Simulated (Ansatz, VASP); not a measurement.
**Te in two plane-wave programs**

Aim: how closely do two programs agree when they are given the same cell, functional and k mesh? The cell is taken from a series of runs on this material, whose earlier steps may have relaxed, scaled, displaced or heated it; both programs get it as it stands.

Main program and level: Ansatz 0.2.0; plane waves, with VASP 6.6.1 beside it; PBEsol, BLYP and r2SCAN.

**1. The structure**

Symmetry: P3_121, No. 152, trigonal system. Conventional cell: a = 4.457 Å, b = 4.457 Å, c = 5.929 Å, α = 90.00°, β = 90.00°, γ = 120.00°. Nearest to Te lie 2 Te at 2.89 Å.

**2. Ansatz: single point, PBEsol**

Ansatz runs on its default PAW (the set named soft_2) files.

A single point takes one fixed geometry, so differences don't come from the geometry; what else differs is listed under the comparison.

Input file input.yaml:

```yaml
crystal:
  lattice:
    - [4.4572, 0.0, 0.0]
    - [-2.2286, 3.8600484297, 0.0]
    - [0.0, 0.0, 5.929]
  atoms:
    - { symbol: Te, position: [0.2729113547, 0.0, 0.3333333333] }
    - { symbol: Te, position: [0.0, 0.2729113547, 0.6666666667] }
    - { symbol: Te, position: [0.7270886453, 0.7270886453, 0.0] }
kpoints:
  mp_grid: { grid: [9, 9, 6] }
  band_path:
    path:
      - [0.0, 0.0, 0.0]
      - [0.05, 0.0, 0.0]
      - [0.1, 0.0, 0.0]
      - [0.15, 0.0, 0.0]
      - [0.2, 0.0, 0.0]
      - [0.25, 0.0, 0.0]
      - [0.3, 0.0, 0.0]
      - [0.35, 0.0, 0.0]
      - [0.4, 0.0, 0.0]
      - [0.45, 0.0, 0.0]
      - [0.5, 0.0, 0.0]
      - [0.48333333, 0.03333333, 0.0]
      - [0.46666667, 0.06666667, 0.0]
      - [0.45, 0.1, 0.0]
      - [0.43333333, 0.13333333, 0.0]
      - [0.41666667, 0.16666667, 0.0]
      - [0.4, 0.2, 0.0]
      - [0.38333333, 0.23333333, 0.0]
      - [0.36666667, 0.26666667, 0.0]
      - [0.35, 0.3, 0.0]
      - [0.33333333, 0.33333333, 0.0]
      - [0.3, 0.3, 0.0]
      - [0.26666667, 0.26666667, 0.0]
      - [0.23333333, 0.23333333, 0.0]
      - [0.2, 0.2, 0.0]
      - [0.16666667, 0.16666667, 0.0]
      - [0.13333333, 0.13333333, 0.0]
      - [0.1, 0.1, 0.0]
      - [0.06666667, 0.06666667, 0.0]
      - [0.03333333, 0.03333333, 0.0]
      - [0.0, 0.0, 0.0]
      - [0.0, 0.0, 0.05]
      - [0.0, 0.0, 0.1]
      - [0.0, 0.0, 0.15]
      - [0.0, 0.0, 0.2]
      - [0.0, 0.0, 0.25]
      - [0.0, 0.0, 0.3]
      - [0.0, 0.0, 0.35]
      - [0.0, 0.0, 0.4]
      - [0.0, 0.0, 0.45]
      - [0.0, 0.0, 0.5]
      - [0.05, 0.0, 0.5]
      - [0.1, 0.0, 0.5]
      - [0.15, 0.0, 0.5]
      - [0.2, 0.0, 0.5]
      - [0.25, 0.0, 0.5]
      - [0.3, 0.0, 0.5]
      - [0.35, 0.0, 0.5]
      - [0.4, 0.0, 0.5]
      - [0.45, 0.0, 0.5]
      - [0.5, 0.0, 0.5]
      - [0.48333333, 0.03333333, 0.5]
      - [0.46666667, 0.06666667, 0.5]
      - [0.45, 0.1, 0.5]
      - [0.43333333, 0.13333333, 0.5]
      - [0.41666667, 0.16666667, 0.5]
      - [0.4, 0.2, 0.5]
      - [0.38333333, 0.23333333, 0.5]
      - [0.36666667, 0.26666667, 0.5]
      - [0.35, 0.3, 0.5]
      - [0.33333333, 0.33333333, 0.5]
      - [0.3, 0.3, 0.5]
      - [0.26666667, 0.26666667, 0.5]
      - [0.23333333, 0.23333333, 0.5]
      - [0.2, 0.2, 0.5]
      - [0.16666667, 0.16666667, 0.5]
      - [0.13333333, 0.13333333, 0.5]
      - [0.1, 0.1, 0.5]
      - [0.06666667, 0.06666667, 0.5]
      - [0.03333333, 0.03333333, 0.5]
      - [0.0, 0.0, 0.5]
      - [0.5, 0.0, 0.5]
      - [0.5, 0.0, 0.45]
      - [0.5, 0.0, 0.4]
      - [0.5, 0.0, 0.35]
      - [0.5, 0.0, 0.3]
      - [0.5, 0.0, 0.25]
      - [0.5, 0.0, 0.2]
      - [0.5, 0.0, 0.15]
      - [0.5, 0.0, 0.1]
      - [0.5, 0.0, 0.05]
      - [0.5, 0.0, 0.0]
      - [0.33333333, 0.33333333, 0.5]
      - [0.33333333, 0.33333333, 0.45]
      - [0.33333333, 0.33333333, 0.4]
      - [0.33333333, 0.33333333, 0.35]
      - [0.33333333, 0.33333333, 0.3]
      - [0.33333333, 0.33333333, 0.25]
      - [0.33333333, 0.33333333, 0.2]
      - [0.33333333, 0.33333333, 0.15]
      - [0.33333333, 0.33333333, 0.1]
      - [0.33333333, 0.33333333, 0.05]
      - [0.33333333, 0.33333333, 0.0]
    npoints: 1
hamiltonian:
  xc: pbesol
scf:
  occupations: { method: gaussian, width: 0.01 }
  n_extra_bands: 5
output:
  forces: true
  stress: true
  eigenvalues: true
  populations: true
```

Started as:

```console
> ansatz run input.yaml --threads 4 --pin off --max-ram 8192MiB --backend cpu --events-out ev --progress --plain --runs-dir out
```

Numbers of over 12 decimals in the logs are rounded to 6 here.

Output:

```text
scf.n_extra_bands = 5 over 24 filled bands (N_el = 48.0): the run solves 29 bands
Engine: ansatz 0.2.0, aarch64-unknown-linux-gnu
Pseudopotentials: kind: paw
Pseudopotential: Te, paw, valence charge 16, recommended cutoff 420 eV (normal), Te.paw.azcp
Functional definition: PBEsol
  exchange = pbesol_x
  correlation = pbesol_c
Crystal: 3 atoms, lattice volume = 102.008 Å³
Basis set: ecut = 420 eV, 2017 PW (Γ), exchange–correlation on 60×60×80 points (8 copies of the dense FFT grid, shifted against one another)
Bands: 29, of which v1, the nominal top of the filled ones, is band 24 counted from 1 (23 counted from 0)
Symmetry: 6 space group operations
Space group: P3121 (ITA 152), of the structure as read, at distance tolerance 4.7e-5 Å
k-points: 62 of 486 (time reversal used)
Non-local potential: Te, projectors of the file, l = 0: 2, l = 1: 2, l = 2: 2, l = 3: 2
PAW form: soft (Blöchl's): semilocal exchange-correlation on the pseudo side does not see the compensation charge
PAW frozen core: Te, regenerated for the run's functional, and the local potential with it (the file was generated under x = pbe(κ = 0.804, μ = 0.219515), c = pbe(β = 0.066725))
PAW one-centre angular grid: Te, 590 points (default); XC on 64 Gauss nodes
Initial density: superposition of atomic densities (neutral atoms: chi_scale 0, normalization atom), corrected by the library's trained network
Initial wavefunctions: pseudopotential atomic-orbital guess
Functional: x = pbesol(κ = 0.804, μ = 0.123457), c = pbesol(β = 0.046)
SCF iter   1: F=—  HF=-20704.509734 eV  |F-HF|=—  |Δ(HF+E_count)|=         —  Δρ=1.81e-3  dr2=2.64e-3  ethr=1.77e-3  ⟨swp⟩=8.0  Hψ=8450  notcnv=0
preconditioner: auto → Resta (q_TF=auto, 2.406 Å⁻¹)  ε∞=4.3  [insulator: Δε(μ)=0.155 eV  Ē_g=8.574 eV  σ=0.010 eV  W_gap=1.00  n_scr=22 (ndim 8)  ℏωp=15.6 eV  f_vac=0.027  D(μ)=0.00/eV (n_scr^D=0)  ε∞_Penn≈4.3]
SCF iter   2: F=—  HF=-20704.506533 eV  |F-HF|=—  |Δ(HF+E_count)|=   3.20e-3  Δρ=1.07e-3  dr2=9.20e-4  ethr=5.50e-6  ⟨swp⟩=2.6  Hψ=3272  notcnv=0  defer=62
SCF iter   3: F=—  HF=-20704.506750 eV  |F-HF|=—  |Δ(HF+E_count)|=   2.17e-4  Δρ=3.13e-4  dr2=1.01e-4  ethr=1.92e-6  ⟨swp⟩=2.0  Hψ=3472  notcnv=0  defer=62
SCF iter   4: F=—  HF=-20704.506712 eV  |F-HF|=—  |Δ(HF+E_count)|=   3.84e-5  Δρ=1.37e-4  dr2=2.83e-5  ethr=2.11e-7  ⟨swp⟩=2.0  Hψ=3221  notcnv=0  defer=62
SCF iter   5: F=—  HF=-20704.506741 eV  |F-HF|=—  |Δ(HF+E_count)|=   2.88e-5  Δρ=2.68e-5  dr2=1.03e-6  ethr=5.89e-8  ⟨swp⟩=2.0  Hψ=2201  notcnv=0  defer=62
SCF iter   6: F=-20704.506742 eV  HF=-20704.506742 eV  |F-HF|=6.13e-8  |Δ(HF+E_count)|=   7.45e-7  Δρ=9.19e-6  dr2=6.86e-8  ethr=2.08e-10  ⟨swp⟩=8.2  Hψ=8727  notcnv=0
SCF 1 converged in 6 iterations: F = -20704.506742 eV  dr2 = 6.86e-8
  greatest PAW one-centre occupation: 0.998 electrons in one spin orbital (limit 2), on the Te atom at site 2 (counted from 0), in its partial waves of l = 2
NSCF: frozen V_eff on 93 k-points
SCF converged after 6 iterations
Free energy (F): -20704.506742 eV
Harris-Foulkes:  -20704.506742 eV  (|F-HF|=6.13e-8)
Internal energy: -20704.506742 eV  (E = F + TS)
E sigma→0 (E₀):  -20704.506742 eV
Fermi energy:    8.684537 eV
--- Per-component energies (eV) ---
  E_band       = -804.019405
  E_kinetic    = 540.612743
  E_local      = -3823.654679  (includes V_loc(G=0)·N_el)
  E_nonlocal   = -924.207363
  E_hartree    = 2426.795695
  E_xc         = -369.395826
  E_vxc        = -311.420710  (∫ρ·V_xc dr)
  E_paw        = -13752.971949  (= ΣΔE_a)
  E_vpaw       = -1138.933161  (= ΣTr[D̂ρ^β])
  E_aug_tail   = -0.000545  (compensation charges beyond the density's cutoff)
  E_ewald      = -4802.809263
  E_core_change = 1.124446  (= ΣΔE_core)
  E_smearing   = -0.000000  (= −TS)
  E_closure    = 0.000000  (closes the sum)
  Σ components = -20704.506742   (vs F -20704.506742, Δ=0.00e0)
--- Forces (eV/Å), atoms counted from 1 ---
  atom   1  Te    -0.00173675    -0.00000000     0.00000000
  atom   2  Te     0.00086838    -0.00150407    -0.00000000
  atom   3  Te     0.00086838     0.00150407     0.00000000
  max |Σ_I F_I| component: 7.91e-18 eV/Å
--- Stress (GPa, compression-positive) ---
       -1.508513      -0.000000      -0.000000
       -0.000000      -1.508513      -0.000000
       -0.000000       0.000000      -1.391743
  P = ⅓ Tr σ = -1.4696 GPa (-14.696 kbar)
--- Band table (eV; the first three rows and the last of 62) ---
  k-point 0: bands = [... 20 lower, 5.8817, 6.9095, 6.9095, 7.6905, 9.5891, 9.5891, 10.1478, 13.5473, ... 1 higher]
  k-point 1: bands = [... 20 lower, 6.0904, 7.0167, 7.0215, 7.6962, 9.3829, 9.4349, 9.8666, 13.1399, ... 1 higher]
  k-point 2: bands = [... 20 lower, 6.0775, 7.2097, 7.3223, 7.6966, 9.0454, 9.1458, 9.3243, 12.7345, ... 1 higher]
  k-point 61: bands = [... 20 lower, 3.5660, 7.7170, 8.6078, 8.6078, 8.7608, 9.8281, 9.8281, 14.4755, ... 1 higher]
--- Löwdin populations: 3 sites ---
  site symbol       q [e]
     0     Te     15.9542
     1     Te     15.9542
     2     Te     15.9542
  spilling = 0.002860 (of n_electrons = 48.000000)
```

Reading the cycles: dr2 is the Hartree energy of the density residual (eV), the measure of convergence; HF is the Harris–Foulkes estimate of the energy, which meets the free energy F at convergence.

**3. VASP: single point, PBEsol**

The same cell, functional, mesh and smearing now go to VASP, with its own data sets.

Lines of VASP's logs that name or quote its potential files are left out, and so is its time.

Input file INCAR:

```
SYSTEM = Te
PREC = Accurate
ENCUT = 500
EDIFF = 1E-06
NELM = 120
ISMEAR = 0
SIGMA = 0.01
LREAL = .FALSE.
ALGO = Normal
GGA = PS
NBANDS = 15
LORBIT = 11
LWAVE = .FALSE.
LCHARG = .FALSE.
ISIF = 2
LASPH = .TRUE.
GGA_COMPAT = .FALSE.
EFERMI = MIDGAP
KPAR = 2
```

Input file POSCAR:

```
Te
1.0
    4.4572000000      0.0000000000      0.0000000000
   -2.2286000000      3.8600484297      0.0000000000
    0.0000000000      0.0000000000      5.9290000000
Te
3
Direct
    0.2729113547      0.0000000000      0.3333333333
    0.0000000000      0.2729113547      0.6666666667
    0.7270886453      0.7270886453      0.0000000000
```

Input file KPOINTS:

```
Automatic mesh
0
Gamma
9 9 6
0 0 0
```

PAW data sets: Te (PBE family, release 64).

Started as:

```console
> mpirun -np 2 vasp_std
```

Output:

```text
[banner, memory and clock lines left out]
running    2 mpi-ranks, on    1 nodes
 distrk:  each k-point on    1 cores,    2 groups
 distr:  one band on    1 cores,    1 groups

 POSCAR found type information on POSCAR Te
 POSCAR found :  1 types and       3 ions
|                                                                             |
|               ----> ADVICE to this user running VASP <----                  |
|                                                                             |
|     You enforced a specific xc type in the INCAR file but a different       |
|     [... a line on the potential file left out ...]
|     I HOPE YOU KNOW WHAT YOU ARE DOING!                                     |
|                                                                             |

 LDA part: xc-table for (Slater+PW92), standard interpolation
 POSCAR, INCAR and KPOINTS ok, starting setup
 FFT: planning ... GRIDC
 FFT: planning ... GRID_SOFT
 FFT: planning ... GRID
 WAVECAR not read
 entering main loop
       N       E                     dE             d eps       ncg     rms          rms(c)
DAV:   1     0.701597200985E+02    0.70160E+02   -0.62682E+03  1860   0.920E+02
DAV:   2    -0.590143062012E+01   -0.76061E+02   -0.72665E+02  2512   0.139E+02
DAV:   3    -0.104986248803E+02   -0.45972E+01   -0.45733E+01  2161   0.383E+01
DAV:   4    -0.105809062629E+02   -0.82281E-01   -0.82262E-01  2754   0.602E+00
DAV:   5    -0.105818137195E+02   -0.90746E-03   -0.90745E-03  2337   0.554E-01    0.125E+01
DAV:   6    -0.105576362396E+02    0.24177E-01   -0.16194E-02  2350   0.757E-01    0.786E+00
DAV:   7    -0.105494358718E+02    0.82004E-02   -0.35561E-02  2070   0.111E+00    0.279E-01
DAV:   8    -0.105488010515E+02    0.63482E-03   -0.62359E-03  2056   0.450E-01    0.131E-01
DAV:   9    -0.105488198756E+02   -0.18824E-04   -0.16729E-04  2633   0.902E-02    0.798E-02
DAV:  10    -0.105488224317E+02   -0.25562E-05   -0.18112E-05  2659   0.271E-02    0.961E-03
DAV:  11    -0.105488206877E+02    0.17441E-05   -0.49327E-06  2308   0.131E-02    0.326E-03
DAV:  12    -0.105488208165E+02   -0.12887E-06   -0.37913E-07  1343   0.386E-03
   1 F= -.10548821E+02 E0= -.10548821E+02  d E =-.147443E-23
```

Parts of OUTCAR (step 3):

```text
ion  position               nearest neighbor table
   1  0.273  0.000  0.333-   3 2.89   2 2.89   3 3.46   3 3.46   2 3.46   2 3.46
   2  0.000  0.273  0.667-   3 2.89   1 2.89   3 3.46   3 3.46   1 3.46   1 3.46
   3  0.727  0.727  0.000-   2 2.89   1 2.89   1 3.46   2 3.46   2 3.46   1 3.46

  LATTYP: Found a hexagonal cell.
 ALAT       =     4.4572000000
 C/A-ratio  =     1.3302073050

 Subroutine GETGRP returns: Found  6 space group operations
 (whereof  2 operations were pure point group operations)

The static configuration has the point symmetry C_2 .
 The point group associated with its full space group is D_3 .

 Found     62 irreducible k-points:

   k-points           NKPTS =     62   k-points in BZ     NKDIM =     62   number of bands    NBANDS=     15

   dimension x,y,z NGX =    36 NGY =   36 NGZ =   48
   dimension x,y,z NGXF=    72 NGYF=   72 NGZF=   96

   ENCUT  =  500.0 eV  36.75 Ry    6.06 a.u.   8.13  8.13 10.81*2*pi/ulx,y,z

   NELECT =      18.0000    total number of electrons

 k-points in reciprocal lattice and weights: Automatic mesh
   0.00000000  0.00000000  0.00000000       0.002
   0.11111111  0.00000000  0.00000000       0.012
   0.22222222  0.00000000  0.00000000       0.012
   0.33333333  0.00000000  0.00000000       0.012
   0.44444444  0.00000000  0.00000000       0.012
   0.11111111  0.11111111  0.00000000       0.012
   0.22222222  0.11111111  0.00000000       0.025
   0.33333333  0.11111111  0.00000000       0.025
   0.44444444  0.11111111  0.00000000       0.012
[...]
0.33333333  0.22222222  0.50000000       0.025
   0.33333333  0.33333333  0.50000000       0.004

 average (electrostatic) potential at core
       1 -88.9152       2 -88.9152       3 -88.9152

 E-fermi :   5.8746

 k-point     1 :       0.0000    0.0000    0.0000
  band No.  band energies     occupation
    ...
      5       3.0816      2.00000
      6       3.0816      2.00000
      7       4.0997      2.00000
      8       4.0997      2.00000
      9       4.8868      2.00000
     10       6.7790      0.00000
     11       6.7790      0.00000
     12       7.3461      0.00000
     13      10.7040      0.00000
     14      10.7040      0.00000
    ...

 k-point     2 :       0.1111    0.0000    0.0000
  band No.  band energies     occupation
    ...
      5       2.6377      2.00000
      6       2.8752      2.00000
      7       4.3953      2.00000
      8       4.6748      2.00000
      9       5.1375      2.00000
     10       6.4656      0.00000
     11       6.7028      0.00000
     12       7.2095      0.00000
     13      10.4157      0.00000
     14      10.6508      0.00000
    ...

 k-point     3 :       0.2222    0.0000    0.0000
  band No.  band energies     occupation
    ...
      5       2.0545      2.00000
      6       2.4908      2.00000
      7       4.5138      2.00000
      8       4.8239      2.00000
      9       4.9760      2.00000
     10       6.5811      0.00000
     11       6.7702      0.00000
     12       7.3614      0.00000
     13       9.6353      0.00000
     14      10.8687      0.00000
    ...

  Total       -0.9259137     -0.9259137     -0.8191536     -0.0000000      0.0000000      0.0000000
  in kB      -14.5426906    -14.5426906    -12.8658837     -0.0000000      0.0000000      0.0000000
  external PRESSURE =     -13.9837550 kB  Pullay stress =       0.0000000 kB

  energy-cutoff  :      500.00
  volume of cell :      102.01
      direct lattice vectors                 reciprocal lattice vectors
     4.457200000  0.000000000  0.000000000     0.224356098  0.129532054  0.000000000
    -2.228600000  3.860048430  0.000000000     0.000000000  0.259064107  0.000000000
     0.000000000  0.000000000  5.929000000     0.000000000  0.000000000  0.168662506

 POSITION                                       TOTAL-FORCE (eV/Angst)
 -----------------------------------------------------------------------------------
      1.21642      0.00000      1.97633         0.017929     -0.000000     -0.000000
     -0.60821      1.05345      3.95267        -0.008965      0.015527      0.000000
      1.62039      2.80660      0.00000        -0.008965     -0.015527      0.000000
 -----------------------------------------------------------------------------------
    total drift:                                0.000000     -0.000000      0.000000

  FREE ENERGIE OF THE ION-ELECTRON SYSTEM (eV)
  ---------------------------------------------------
  free  energy   TOTEN  =       -10.5488208165 eV

  energy  without entropy=      -10.5488208165  energy(sigma->0) =      -10.54882082

 total charge
# of ion       s       p       d       tot
------------------------------------------
    1        1.435   1.799   0.042   3.276
    2        1.435   1.799   0.042   3.276
    3        1.435   1.799   0.042   3.276
--------------------------------------------------
tot          4.306   5.396   0.125   9.827

[... 3 further parts left out ...]
```

The run ends at a pressure of -1.40 GPa, with forces up to 0.018 eV/Å.

**4. Comparison**

Known differences besides the potentials themselves: the data sets hold 48 valence electrons in Ansatz (on its default PAW (the set named soft_2) files) and 18 in VASP; the cutoff is 420 eV in Ansatz and 500 eV in VASP; Ansatz makes its cores anew for this functional, VASP keeps those of its PBE data sets. Total energies have different zeros and are not compared.

The two programs side by side:

| quantity | Ansatz | VASP | difference |
| --- | --- | --- | --- |
| pressure (GPa) | -1.47 | -1.40 | -0.07 |
| gap on the k mesh (eV) | 0.153 | 0.135 | +0.018 |

The largest component of a force difference here is 20 meV/Å. A gap on the mesh is an upper bound, since the band edges may lie between its points.

**5. VASP: single point, BLYP**

A single point takes one fixed geometry, so differences don't come from the geometry; what else differs is listed under the comparison.

INCAR, as its differences from that of step 3:

```diff
@@ -9,3 +9,7 @@
 ALGO = Normal
-GGA = PS
+GGA = B5
+ALDAX = 1
+AGGAX = 1
+AGGAC = 1
+ALDAC = 0
 NBANDS = 15
```

POSCAR is that of step 3.

KPOINTS is that of step 3.

Started as:

```console
> mpirun -np 2 vasp_std
```

Output:

```text
[banner, memory and clock lines left out]
running    2 mpi-ranks, on    1 nodes
[...]
[... a notice as in an earlier step ...]

 LDA part: xc-table for (Slater(with rela. corr.)+VWN5), standard interpolation
 POSCAR, INCAR and KPOINTS ok, starting setup
[...]
entering main loop
       N       E                     dE             d eps       ncg     rms          rms(c)
DAV:   1     0.749886144635E+02    0.74989E+02   -0.62909E+03  1860   0.921E+02
DAV:   2    -0.277780440766E+01   -0.77766E+02   -0.74376E+02  2512   0.141E+02
DAV:   3    -0.744231245625E+01   -0.46645E+01   -0.46402E+01  2175   0.387E+01
DAV:   4    -0.752887929671E+01   -0.86567E-01   -0.86549E-01  2814   0.617E+00
[...]
DAV:  10    -0.750918511817E+01   -0.65778E-04   -0.64086E-05  2147   0.641E-02    0.462E-02
DAV:  11    -0.750918209432E+01    0.30239E-05   -0.15427E-05  2490   0.242E-02    0.222E-02
DAV:  12    -0.750918235848E+01   -0.26417E-06   -0.22348E-06  2055   0.857E-03
   1 F= -.75091824E+01 E0= -.75091824E+01  d E =-.565304E-49
```

From OUTCAR (step 5):

```text
  Total        2.9771782      2.9771782      3.2534358      0.0000000      0.0000000     -0.0000000
  in kB       46.7604929     46.7604929     51.0994828      0.0000000      0.0000000     -0.0000000
  external PRESSURE =      48.2068229 kB  Pullay stress =       0.0000000 kB

 POSITION                                       TOTAL-FORCE (eV/Angst)
 -----------------------------------------------------------------------------------
      1.21642      0.00000      1.97633         0.139402      0.000000      0.000000
     -0.60821      1.05345      3.95267        -0.069701      0.120726      0.000000
      1.62039      2.80660      0.00000        -0.069701     -0.120726      0.000000
 -----------------------------------------------------------------------------------
    total drift:                                0.000000     -0.000000      0.000000

  FREE ENERGIE OF THE ION-ELECTRON SYSTEM (eV)
  ---------------------------------------------------
  free  energy   TOTEN  =        -7.5091823585 eV

  energy  without entropy=       -7.5091823585  energy(sigma->0) =       -7.50918236

[... 2 parts as in an earlier step ...]

[... 1 further part left out ...]
[key lines of the parts left out:]
E-fermi :   6.4604
```

The run ends at a pressure of 4.82 GPa, with forces up to 0.14 eV/Å.

[end of part 1 of 2]

[Lines on the potential files, build, host, timing and source positions are cut from VASP's logs without a mark.]

[Logs are printed without paths, hosts, clocks, repeated set-up lines and the standing remarks that a program may print on its own settings, such as how far it seeks lower states.]

[Hosts, paths, dates, database ids (printed as entryN), source tags and the programs' standing remarks are cut or masked in the printed files.]
